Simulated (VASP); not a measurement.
Calculation: r2SCAN meta-GGA, VASP's PBE PAW potentials (set 64) (plane waves; VASP).

VASP input:

**INCAR**
```
! general
SYSTEM  = GaSb
PREC    = Accurate
ENCUT   = 520   ! plane-wave cut-off (eV)
LREAL   = .FALSE.   ! projection in real space or not
LASPH   = .TRUE.

! electronic loop
EDIFF   = 1E-7   ! SCF stop (eV)
NELM    = 100   ! most electronic steps
ALGO    = Normal   ! blocked Davidson
LMAXMIX = 4
LMIXTAU = .TRUE.

! smearing
ISMEAR  = 0
SIGMA   = 0.05   ! width (eV)

! functional
METAGGA = R2SCAN

! ions
ISIF    = 2   ! forces and stress, cell fixed

! output
LWAVE   = .FALSE.
LCHARG  = .FALSE.
```

### KPOINTS
```
Automatic mesh
0
Gamma
8 8 8
0 0 0
```

**POSCAR**
```
GaSb
1
    0.0000000000     3.0975136486     3.0975136486
    3.0975136486     0.0000000000     3.0975136486
    3.0975136486     3.0975136486     0.0000000000
Ga Sb
1 1
Direct
  0.0000000000   0.0000000000   0.0000000000
  0.2500000000   0.2500000000   0.2500000000
```

POTCAR, in this order: Ga_d Sb (PBE.64 set). Program: vasp_std.

What will the output report for the number of irreducible k-points (NKPTS), largest plane-wave count, number of space-group operations, FFT grid (NGX, NGY, NGZ)?

The number of irreducible k-points (NKPTS) is 29 and the largest plane-wave count is 1639. The number of space-group operations is 24. The FFT grid (NGX, NGY, NGZ) comes out as 36 × 36 × 36.

The compound is GaSb in the zinc blende structure. This cell is one point of a volume scan, at 1.03 of the reference volume.
